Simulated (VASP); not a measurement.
Method: PBEsol GGA, VASP's PBE PAW potentials (set 64) (plane waves; VASP).

The input files of a VASP run:

**INCAR**
```
! general
SYSTEM  =  Si3N4
PREC    =  Accurate
ENCUT   =  400   ! plane-wave cut-off (eV)
LREAL   =  Auto   ! projection in real space or not
LASPH   =  T   ! aspherical one-centre terms

! electronic loop
EDIFF   =  1E-6
NELM    =  100   ! most electronic steps
ALGO    =  Normal   ! blocked Davidson

! smearing
ISMEAR  =  -1
SIGMA   =  0.1

! functional
GGA     =  PS

! ions
ISIF    =  2   ! forces and stress, cell fixed

! output
LWAVE   =  F
LCHARG  =  F
```

File KPOINTS:
```
Automatic mesh
0
Gamma
6 6 6
0 0 0
```

**POSCAR**
```
Si3N4
1.0
  0.0000000000   3.9446040000   3.9446040000
  3.9446040000   0.0000000000   3.9446040000
  3.9446040000   3.9446040000   0.0000000000
Si N
6 8
Cartesian
  0.9350052645   1.0397029439   1.0034914792
  0.9581640346   2.9395386238   2.9035835584
  2.9567607649   0.9909791953   2.9615258465
  2.9966367667   2.9554551010   0.9654023830
  5.9254342338   5.9299823623   5.9243652462
  3.9463277919   3.9098875402   3.9835845767
  2.8312119088   2.9014416384   2.8187509047
  2.8352314602   5.0355236822   5.0584733883
  5.0147513976   2.8498856641   5.0442136449
  5.0094537944   4.9827251577   2.9766139568
  7.0869110478   7.0199040597   6.9799965010
  7.0393982927   4.7419899202   4.7871161899
  4.7547783264   7.0425145298   4.7696415942
  4.9066889710   4.8572315260   7.0199987302
```

POTCAR, in this order: Si N (PBE.64 set). Program: vasp_std.

The resulting files:

### OSZICAR
```
       N       E                     dE             d eps       ncg     rms          rms(c)
DAV:   1     0.227686280860E+03    0.22769E+03   -0.27869E+04  8960   0.122E+03
DAV:   2    -0.113843466776E+03   -0.34153E+03   -0.32825E+03 11632   0.262E+02
DAV:   3    -0.129785155640E+03   -0.15942E+02   -0.15824E+02 10752   0.630E+01
DAV:   4    -0.130014742810E+03   -0.22959E+00   -0.22880E+00 10840   0.797E+00
DAV:   5    -0.130020350020E+03   -0.56072E-02   -0.56039E-02 10560   0.110E+00    0.254E+01
DAV:   6    -0.117237712041E+03    0.12783E+02   -0.47623E+01 10464   0.288E+01    0.120E+01
DAV:   7    -0.117161161209E+03    0.76551E-01   -0.23178E+00 11544   0.700E+00    0.599E+00
DAV:   8    -0.117085884975E+03    0.75276E-01   -0.10172E-01 10584   0.172E+00    0.200E+00
DAV:   9    -0.117074684954E+03    0.11200E-01   -0.14897E-02 10760   0.782E-01    0.294E-01
DAV:  10    -0.117075026238E+03   -0.34128E-03   -0.30518E-03 10616   0.292E-01    0.185E-01
DAV:  11    -0.117075057866E+03   -0.31627E-04   -0.36800E-04 10784   0.129E-01    0.659E-02
DAV:  12    -0.117075076688E+03   -0.18823E-04   -0.93033E-05 10720   0.604E-02    0.175E-02
DAV:  13    -0.117075077947E+03   -0.12590E-05   -0.14083E-05 10744   0.204E-02    0.756E-03
DAV:  14    -0.117075077698E+03    0.24886E-06   -0.11625E-06  7160   0.784E-03
   1 F= -.11707508E+03 E0= -.11707508E+03  d E =-.286846E-06
```

### OUTCAR
```
------------------------ aborting loop because EDIFF is reached ----------------------------------------
  FORCE on cell =-STRESS in cart. coord.  units (eV):
  Direction    XX          YY          ZZ          XY          YZ          ZX
  --------------------------------------------------------------------------------------
  Total       -7.4656729     -9.4505199     -9.4296095     -1.3496950      0.7568033      0.2714625
  in kB      -97.4404566   -123.3462795   -123.0733621    -17.6159468      9.8776437      3.5430737
  external PRESSURE =    -114.6200327 kB  Pullay stress =       0.0000000 kB
  volume of cell :      122.76
      direct lattice vectors                 reciprocal lattice vectors
     0.000000000  3.944604000  3.944604000    -0.126755436  0.126755436  0.126755436
     3.944604000  0.000000000  3.944604000     0.126755436 -0.126755436  0.126755436
     3.944604000  3.944604000  0.000000000     0.126755436  0.126755436 -0.126755436
 POSITION                                       TOTAL-FORCE (eV/Angst)
 -----------------------------------------------------------------------------------
      0.93501      1.03970      1.00349         1.387357     -1.911987     -0.357961
      0.95816      2.93954      2.90358         1.468725      0.758117      1.833296
      2.95676      0.99098      2.96153         0.267296      0.356933     -0.410428
      2.99664      2.95546      0.96540        -0.767647     -1.017308      0.490296
      5.92543      5.92998      5.92437        -0.326285     -0.104432     -0.443089
      3.94633      3.90989      3.98358        -1.012622      0.686919     -0.438040
      2.83121      2.90144      2.81875         1.788560      0.299543      2.406852
      2.83523      5.03552      5.05847         1.457857     -1.591889     -1.387621
      5.01475      2.84989      5.04421        -1.398619      1.460906     -1.961481
      5.00945      4.98273      2.97661        -0.917610     -0.733758     -0.434274
      7.08691      7.01990      6.98000        -3.818290     -2.052963     -2.142064
      7.03940      4.74199      4.78712        -2.719337      4.250915      2.275899
      4.75478      7.04251      4.76964         4.185979     -2.208501      2.693410
      4.90669      4.85723      7.02000         0.404638      1.807505     -2.124795
 -----------------------------------------------------------------------------------
    total drift:                                0.000114      0.000171     -0.001320
  FREE ENERGIE OF THE ION-ELECTRON SYSTEM (eV)
  ---------------------------------------------------
  free  energy   TOTEN  =      -117.0750776984 eV

  energy  without entropy=     -117.0750774116  energy(sigma->0) =     -117.07507756
```
(Selected blocks of OUTCAR.)

At this cut-off the stress carries a Pulay error, which pulls relaxed volumes low.

The structure was generated: Si3N4 was put into an ordered model structure, which need not be its known phase. The cell was not relaxed at this level, atoms are displaced from their ideal sites.
